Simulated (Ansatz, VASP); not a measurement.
Two plane-wave programs on Sb3Pb

INCAR

```
SYSTEM = Sb3Pb
  PREC = Accurate
  ENCUT = 520
  EDIFF = 1E-6
  ISMEAR = 0
  SIGMA = 0.1
  LREAL = .False.
  LASPH = .True.
  NELM = 60
  ALGO = Normal
  ISIF = 2
  LWAVE = .False.
  LCHARG = .False.
  GGA = PE
  NBANDS = 22
```

File KPOINTS:

```
Automatic mesh
0
Gamma
  10 10 10
  0 0 0
```

POSCAR

```
Sb3Pb
1.0
   -3.1809810976      3.1809810976      3.1809810976
    3.1809810976     -3.1809810976      3.1809810976
    3.1809810976      3.1809810976     -3.1809810976
Sb Pb
3 1
Direct
    0.0000000000      0.5000000000      0.5000000000
    0.5000000000      0.0000000000      0.5000000000
    0.5000000000      0.5000000000      0.0000000000
    0.0000000000      0.0000000000      0.0000000000
```

Input for Ansatz:

```yaml
crystal:
  lattice:
    - [-3.1809810976, 3.1809810976, 3.1809810976]
    - [3.1809810976, -3.1809810976, 3.1809810976]
    - [3.1809810976, 3.1809810976, -3.1809810976]
  atoms:
    - { symbol: Sb, position: [0.0, 0.5, 0.5] }
    - { symbol: Sb, position: [0.5, 0.0, 0.5] }
    - { symbol: Sb, position: [0.5, 0.5, 0.0] }
    - { symbol: Pb, position: [0.0, 0.0, 0.0] }
basis:
  ecutwfc: 420
kpoints:
  mp_grid: { grid: [10, 10, 10] }
hamiltonian:
  xc: pbe
scf:
  occupations: { method: gaussian, width: 0.1 }
output:
  forces: true
  stress: true
  eigenvalues: true
```

Alike in both runs: task single point; functional PBE; k mesh 10 × 10 × 10; occupations gaussian, width 0.1 eV; no spin polarisation.

|  | VASP | Ansatz |
| --- | --- | --- |
| version | VASP 6.6.1 | Ansatz 0.2.0 |
| potentials or method | VASP PAW PBE potentials, release 64 (Sb, Pb_d) | scalar-relativistic, plane waves, PAW |
| plane-wave cutoff (eV) | 520 | 420 |
| valence electrons in the cell | 29 | 59 |

VASP gave:

* gap on the k mesh at the Fermi level (eV): none
* pressure (GPa): -1.4

Task: Estimate Ansatz's values.

Result: gap on the k mesh at the Fermi level (eV): none; pressure (GPa): -1.3.

A gap of «none» marks a metal or a gap that the smearing closes. The functional is the same, so the differences come from potentials, cutoffs and numerics. The two sets of potentials don't hold the same shells in valence.

The runs have no spin-orbit coupling, so splittings on Pb, Sb are missing.
